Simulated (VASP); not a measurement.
Consider the following.

```xyz
64
Lattice="11.5674 0.0000 0.0000 0.0000 11.5674 0.0000 0.0000 0.0000 11.5674" Properties=species:S:1:pos:R:3 pbc="T T T"
Ge     5.7837     0.0000     0.0000
Ge     7.2296     1.4459     1.4459
Ge     8.6755     2.8918     0.0000
Ge    10.1215     4.3378     1.4459
Ge     8.6755     0.0000     2.8918
Ge    10.1215     1.4459     4.3378
Ge     0.0000     0.0000     0.0000
Ge     1.4459     1.4459     1.4459
Ge     2.8918     2.8918     0.0000
Ge     4.3378     4.3378     1.4459
Ge     5.7837     5.7837     0.0000
Ge     7.2296     7.2296     1.4459
Ge     8.6755     8.6755     0.0000
Ge    10.1215    10.1215     1.4459
Ge     2.8918     0.0000     2.8918
Ge     4.3378     1.4459     4.3378
Ge     5.7837     2.8918     2.8918
Ge     7.2344     4.3855     4.3784
Ge     8.6755     5.7837     2.8918
Ge    10.1215     7.2296     4.3378
Ge     5.7837     0.0000     5.7837
Ge     7.2296     1.4459     7.2296
Ge     8.6755     2.8918     5.7837
Ge    10.1215     4.3378     7.2296
Ge     8.6755     0.0000     8.6755
Ge    10.1215     1.4459    10.1215
Ge     0.0000     5.7837     0.0000
Ge     1.4459     7.2296     1.4459
Ge     2.8918     8.6755     0.0000
Ge     4.3378    10.1215     1.4459
Ge     0.0000     2.8918     2.8918
Ge     1.4459     4.3378     4.3378
Ge     2.8918     5.7837     2.8918
Ge     4.3486     7.2491     4.3419
Ge     5.7837     8.6755     2.8918
Ge     7.2296    10.1215     4.3378
Ge     0.0000     0.0000     5.7837
Ge     1.4459     1.4459     7.2296
Ge     2.8918     2.8918     5.7837
Ge     4.3502     4.3857     7.2465
Ge     7.2053     7.1878     7.2474
Ge     8.6755     8.6755     5.7837
Ge    10.1215    10.1215     7.2296
Ge     2.8918     0.0000     8.6755
Ge     4.3378     1.4459    10.1215
Ge     5.7837     2.8918     8.6755
Ge     7.2296     4.3378    10.1215
Ge     8.6755     5.7837     8.6755
Ge    10.1215     7.2296    10.1215
Ge     0.0000     8.6755     2.8918
Ge     1.4459    10.1215     4.3378
Ge     0.0000     5.7837     5.7837
Ge     1.4459     7.2296     7.2296
Ge     2.8918     8.6755     5.7837
Ge     4.3378    10.1215     7.2296
Ge     0.0000     2.8918     8.6755
Ge     1.4459     4.3378    10.1215
Ge     2.8918     5.7837     8.6755
Ge     4.3378     7.2296    10.1215
Ge     5.7837     8.6755     8.6755
Ge     7.2296    10.1215    10.1215
Ge     0.0000     8.6755     8.6755
Ge     1.4459    10.1215    10.1215
Sb     5.7783     5.7555     5.8231
```
Cell charge -1.

All values below come from PBE GGA, VASP's PBE PAW potentials (set 64) (plane waves; VASP). Run with PREC = Normal, LREAL = Auto, ISYM = 0, NELECT = 258.0, EDIFF = 1E-5, 400 eV cut-off, 1×1×1 Γ-centred mesh, Gaussian smearing of 0.050 eV, potentials Ge Sb.

The cell is charged, with a uniform compensating background. The supercell is sampled at Γ alone, which is coarse: total energies, pressure and levels can be off, energies of defects by several tenths of an eV.

### Question
The ions are relaxed. Predict the relaxed structure.

### Answer

```xyz
64
Lattice="11.5674 0.0000 0.0000 0.0000 11.5674 0.0000 0.0000 0.0000 11.5674" Properties=species:S:1:pos:R:3 pbc="T T T"
Ge     5.7963    11.5611    11.5653
Ge     7.2313     1.4543     1.4560
Ge     8.6908     2.8757    11.5619
Ge    10.1174     4.3430     1.4510
Ge     8.6907    11.5540     2.8813
Ge    10.1186     1.4514     4.3388
Ge     0.0078    11.5540    11.5576
Ge     1.4352     1.4538     1.4512
Ge     2.9002     2.8762    11.5535
Ge     4.3264     4.3470     1.4466
Ge     5.7918     5.7693    11.5595
Ge     7.2196     7.2428     1.4408
Ge     8.6879     8.6657    11.5495
Ge    10.1131    10.1306     1.4516
Ge     2.9003    11.5532     2.8802
Ge     4.3269     1.4508     4.3465
Ge     5.7841     2.8572     2.8603
Ge     7.3163     4.2620     4.2588
Ge     8.7126     5.7890     2.8551
Ge    10.1231     7.2441     4.3458
Ge     5.7914    11.5564     5.7729
Ge     7.2182     1.4473     7.2381
Ge     8.7140     2.8521     5.7885
Ge    10.1242     4.3462     7.2421
Ge     8.6857    11.5503     8.6663
Ge    10.1126     1.4533    10.1296
Ge     0.0110     5.7746    11.5657
Ge     1.4334     7.2491     1.4542
Ge     2.8985     8.6680    11.5637
Ge     4.3217    10.1426     1.4497
Ge     0.0093     2.8761     2.8784
Ge     1.4243     4.3483     4.3467
Ge     2.8768     5.7583     2.8585
Ge     4.2299     7.3436     4.2467
Ge     5.8078     8.6919     2.8533
Ge     7.2187    10.1441     4.3470
Ge     0.0105    11.5592     5.7768
Ge     1.4328     1.4521     7.2473
Ge     2.8743     2.8546     5.7635
Ge     4.2233     4.2491     7.3473
Ge     7.3287     7.3463     7.3514
Ge     8.7128     8.6915     5.7624
Ge    10.1163    10.1417     7.2432
Ge     2.8988    11.5550     8.6707
Ge     4.3218     1.4494    10.1382
Ge     5.8059     2.8502     8.6958
Ge     7.2190     4.3459    10.1445
Ge     8.7160     5.7539     8.6998
Ge    10.1199     7.2458    10.1380
Ge     0.0169     8.6684     2.8811
Ge     1.4261    10.1474     4.3410
Ge     0.0075     5.7695     5.7731
Ge     1.4208     7.2412     7.2356
Ge     2.8709     8.6944     5.7846
Ge     4.3278    10.1445     7.2382
Ge     0.0175     2.8759     8.6714
Ge     1.4238     4.3441    10.1454
Ge     2.8671     5.7867     8.6996
Ge     4.3266     7.2420    10.1456
Ge     5.7822     8.6964     8.7009
Ge     7.2255    10.1481    10.1435
Ge     0.0036     8.6649     8.6660
Ge     1.4309    10.1321    10.1316
Sb     5.7904     5.7836     5.7956
```
Cell charge -1.

### Question
How much energy does the relaxation gain?

### Answer
The energy (σ→0) changes by -15.0 meV/atom, in 14 ionic steps.

The cell is a supercell with a defect, built from Ge (diamond): Sb_Ge, charge -1. The run is not spin-polarised, so no state with unpaired spins was tried.
